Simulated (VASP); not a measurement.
These are revTPSS meta-GGA, VASP's PBE PAW potentials (set 64) (plane waves; VASP 6.6.1) values and carry that method's errors.

The input files of a VASP run:

File KPOINTS_OPT:
```
k-points along high-symmetry lines
10
Line-mode
Reciprocal
  0.000000   0.000000   0.000000 ! GAMMA
  0.000000   0.500000   0.000000 ! X

  0.000000   0.500000   0.000000 ! X
  0.500000   0.500000   0.000000 ! M

  0.500000   0.500000   0.000000 ! M
  0.000000   0.000000   0.000000 ! GAMMA

  0.000000   0.000000   0.000000 ! GAMMA
  0.500000   0.500000   0.500000 ! R

  0.500000   0.500000   0.500000 ! R
  0.000000   0.500000   0.000000 ! X

  0.500000   0.500000   0.500000 ! R
  0.500000   0.500000   0.000000 ! M
```

**KPOINTS**
```
Automatic mesh
0
Gamma
6 6 6
```

File POSCAR:
```
SrTiO3
1
    3.9281522200     0.0000000000     0.0000000000
    0.0000000000     3.9281522200     0.0000000000
    0.0000000000     0.0000000000     3.9281522200
Sr Ti O
1 1 3
Direct
  0.0000000000   0.0000000000   0.0000000000
  0.5000000000   0.5000000000   0.5000000000
  0.5000000000   0.0000000000   0.5000000000
  0.0000000000   0.5000000000   0.5000000000
  0.5000000000   0.5000000000   0.0000000000
```

**INCAR**
```
SYSTEM = SrTiO3
PREC = Accurate
ENCUT = 520
EDIFF = 1E-7
NELM = 100
ALGO = Normal
LREAL = .FALSE.
LASPH = .TRUE.
ISMEAR = -5
METAGGA = RTPSS
LMIXTAU = .TRUE.
LMAXMIX = 4
LWAVE = .FALSE.
LCHARG = .FALSE.
LORBIT = 11
NEDOS = 601
ISIF = 2
LEFG = .TRUE.
```

POTCAR, in this order: Sr_sv Ti_sv O (PBE.64 set). Program: vasp_std.

Task: What does the run give for the energy per atom (σ→0), band gap (over mesh and band path)?

Result: 
| Item | Value |
|---|---|
| energy per atom (σ→0) | -6.962 eV/atom |
| band gap (over mesh and band path) | 1.92 eV |

**OSZICAR**
```
...
DAV:  21    -0.348104582377E+02   -0.72453E-06   -0.23822E-06  1408   0.874E-03    0.360E-03
DAV:  22    -0.348104580212E+02    0.21650E-06   -0.15591E-07   816   0.364E-03    0.289E-03
DAV:  23    -0.348104581558E+02   -0.13456E-06   -0.26551E-07  1040   0.378E-03    0.144E-03
DAV:  24    -0.348104581786E+02   -0.22843E-07   -0.36548E-08   520   0.169E-03
   1 F= -.34810458E+02 E0= -.34810458E+02  d E =0.000000E+00
       N       E                     dE             ncg
       N       E                     dE             ncg
       N       E                     dE             ncg
```

The compound is SrTiO3 in the cubic perovskite structure, the ideal cubic form; the compound distorts at low or room temperature. It was relaxed first.
